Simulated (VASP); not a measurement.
Method: RPBE GGA, VASP's PBE PAW potentials (set 64) (plane waves; VASP).

The input files of a VASP run:

**INCAR**
```
SYSTEM = PbO
PREC = Accurate
ENCUT = 520
EDIFF = 1E-7
NELM = 100
ALGO = Normal
LREAL = .FALSE.
LASPH = .TRUE.
ISMEAR = -5
GGA = RP
LMAXMIX = 4
LWAVE = .FALSE.
LCHARG = .TRUE.
LORBIT = 11
NEDOS = 601
ISIF = 2
LEFG = .TRUE.
```

KPOINTS:
```
Automatic mesh
0
Gamma
6 6 4
0 0 0
```

**POSCAR**
```
PbO
4.1188780
  1.0000000441   0.0000000000   0.0000000000
  0.0000000000   1.0000000441   0.0000000000
  0.0000000000   0.0000000000   1.5996757255
Pb O
2 2
Direct
  0.5000000000   0.0000000000   0.8196678093
  0.0000000000   0.5000000000   0.1803321907
  0.5000000000   0.5000000000   0.0000000000
  0.0000000000   0.0000000000   0.0000000000
```

POTCAR, in this order: Pb_d O (PBE.64 set). Program: vasp_std.

What VASP printed:

**OSZICAR**
```
       N       E                     dE             d eps       ncg     rms          rms(c)
DAV:   1     0.451267049768E+03    0.45127E+03   -0.19666E+04  1440   0.179E+03
DAV:   2     0.432054824051E+02   -0.40806E+03   -0.40177E+03  1504   0.472E+02
DAV:   3    -0.231523383141E+02   -0.66358E+02   -0.65909E+02  2088   0.194E+02
DAV:   4    -0.254208235619E+02   -0.22685E+01   -0.22678E+01  1528   0.411E+01
DAV:   5    -0.255002395948E+02   -0.79416E-01   -0.79410E-01  2120   0.757E+00    0.129E+01
DAV:   6    -0.203428605534E+02    0.51574E+01   -0.41045E+01  2280   0.447E+01    0.581E+00
DAV:   7    -0.202107581005E+02    0.13210E+00   -0.37419E+00  1784   0.143E+01    0.283E+00
DAV:   8    -0.202557631825E+02   -0.45005E-01   -0.14983E+00  2112   0.950E+00    0.213E+00
DAV:   9    -0.201793010710E+02    0.76462E-01   -0.47997E-01  2240   0.576E+00    0.390E-01
DAV:  10    -0.201900762321E+02   -0.10775E-01   -0.43420E-02  1744   0.136E+00    0.150E-01
DAV:  11    -0.201907950429E+02   -0.71881E-03   -0.13052E-02  2040   0.862E-01    0.139E-01
DAV:  12    -0.201907347221E+02    0.60321E-04   -0.15489E-03  2088   0.441E-01    0.743E-02
DAV:  13    -0.201907556321E+02   -0.20910E-04   -0.76357E-04  2120   0.223E-01    0.227E-02
DAV:  14    -0.201907523984E+02    0.32338E-05   -0.10276E-04  2168   0.108E-01    0.591E-03
DAV:  15    -0.201907549982E+02   -0.25998E-05   -0.98322E-06  1808   0.236E-02    0.160E-03
DAV:  16    -0.201907564619E+02   -0.14638E-05   -0.24907E-06  1592   0.154E-02    0.370E-03
DAV:  17    -0.201907560353E+02    0.42660E-06   -0.83164E-07  1584   0.888E-03    0.744E-04
DAV:  18    -0.201907558534E+02    0.18196E-06   -0.12347E-07  1184   0.264E-03    0.275E-04
DAV:  19    -0.201907558475E+02    0.58899E-08   -0.23152E-08   912   0.183E-03
   1 F= -.20190756E+02 E0= -.20190756E+02  d E =0.000000E+00
```

**OUTCAR**
```
------------------------ aborting loop because EDIFF is reached ----------------------------------------
  FORCE on cell =-STRESS in cart. coord.  units (eV):
  Direction    XX          YY          ZZ          XY          YZ          ZX
  --------------------------------------------------------------------------------------
  Total       -0.0216423     -0.0216423      0.0665813      0.0000000      0.0000000      0.0000000
  in kB       -0.3102018     -0.3102018      0.9543206      0.0000000      0.0000000      0.0000000
  external PRESSURE =       0.1113056 kB  Pullay stress =       0.0000000 kB
  volume of cell :      111.78
      direct lattice vectors                 reciprocal lattice vectors
     4.118878182  0.000000000  0.000000000     0.242784553  0.000000000  0.000000000
     0.000000000  4.118878182  0.000000000     0.000000000  0.242784553  0.000000000
     0.000000000  0.000000000  6.588869153     0.000000000  0.000000000  0.151771112
 POSITION                                       TOTAL-FORCE (eV/Angst)
 -----------------------------------------------------------------------------------
      2.05944      0.00000      5.40068         0.000000     -0.000000     -0.001128
      0.00000      2.05944      1.18819         0.000000      0.000000      0.001128
      2.05944      2.05944      0.00000         0.000000     -0.000000      0.000000
      0.00000      0.00000      0.00000         0.000000     -0.000000      0.000000
 -----------------------------------------------------------------------------------
    total drift:                                0.000000     -0.000000     -0.000000
  FREE ENERGIE OF THE ION-ELECTRON SYSTEM (eV)
  ---------------------------------------------------
  free  energy   TOTEN  =       -20.1907558475 eV

  energy  without entropy=      -20.1907558475  energy(sigma->0) =      -20.19075585

 total charge

# of ion       s       p       d       tot
------------------------------------------
    1        1.400   0.576   9.866  11.842
    2        1.400   0.576   9.866  11.842
    3        1.581   3.372   0.000   4.953
    4        1.581   3.372   0.000   4.953
--------------------------------------------------
tot          5.961   7.898  19.732  33.590

 Electric field gradients after diagonalization (V/A^2)
 (convention: |V_zz| > |V_xx| > |V_yy|)
----------------------------------------------------------------------
 ion       V_xx      V_yy      V_zz     asymmetry (V_yy - V_xx)/ V_zz
----------------------------------------------------------------------
   1     101.332   101.332  -202.664       0.000
   2     101.332   101.332  -202.664       0.000
   3       4.464     4.464    -8.927       0.000
   4       4.464     4.464    -8.927       0.000
```
(Selected blocks of OUTCAR.)

Without a dispersion term in the relaxation, distances and binding between the weakly bound layers, chains or molecules are unreliable, and so is what depends on them.

The compound is PbO in the litharge structure. It was relaxed first, which changed the volume by +41 %.
